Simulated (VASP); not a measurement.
An input for Ansatz (written as the equivalent of a VASP run, and not itself run):

Ansatz 0.2 input:
```yaml
crystal:
  lattice:
    - [2.4609674, 0.0000000, 0.0000000]
    - [-1.2304837, 2.1312607, 0.0000000]
    - [0.0000000, 0.0000000, 24.9691485]
  atoms:
    - { symbol: C, position: [0.0000000, 0.0000000, 0.5714904] }
    - { symbol: C, position: [0.0000000, 0.0000000, 0.4285096] }
    - { symbol: C, position: [0.3333330, 0.6666670, 0.4284914] }
    - { symbol: C, position: [0.6666670, 0.3333330, 0.5715086] }
kpoints:
  mp_grid: { grid: [13, 13, 2] }
hamiltonian:
  xc: pbesol
  pseudopotentials: { kind: paw }
scf:
  occupations: { method: methfessel_paxton, width: 0.1 }
  max_iter: 100
relax:
  max_steps: 60
  f_tol: 0.02
  cell: {}
output: { forces: true, stress: true, eigenvalues: true }
```

### Question
Translate this input to VASP (INCAR, KPOINTS, POSCAR, choice of POTCAR).

### Answer
Several could match; the one computed here: 
**POSCAR**
```
C
1
    2.4609674271     0.0000000000     0.0000000000
   -1.2304837136     2.1312607346     0.0000000000
    0.0000000000     0.0000000000    24.9691484674
C
4
Direct
  0.0000000000   0.0000000000   0.5714904429
  0.0000000000   0.0000000000   0.4285095571
  0.3333330000   0.6666670000   0.4284914030
  0.6666670000   0.3333330000   0.5715085970
```

### INCAR
```
SYSTEM=C
PREC=Accurate; ENCUT=520; LREAL=.FALSE.
LASPH=.TRUE.
EDIFF=1E-6; NELM=100; ALGO=Normal
ISMEAR=1; SIGMA=0.1
GGA=PS
IBRION=2; NSW=60; ISIF=3
EDIFFG=-0.02
LWAVE=.FALSE.; LCHARG=.FALSE.
```

KPOINTS:
```
Automatic mesh
0
Gamma
13 13 2
0 0 0
```

POTCAR, in this order: C (PBE.64 set). Program: vasp_std.

The two are equivalent in intent, not identical: each code has its own PAW files, so the cut-off isn't converted (ENCUT is set for VASP's; basis.ecutwfc is left out, and Ansatz then takes the one that its files recommend); Ansatz stops its SCF on the density residual and VASP on the energy change (EDIFF).

The cell is a sheet with vacuum, built from a database entry that may be metastable or hypothetical.
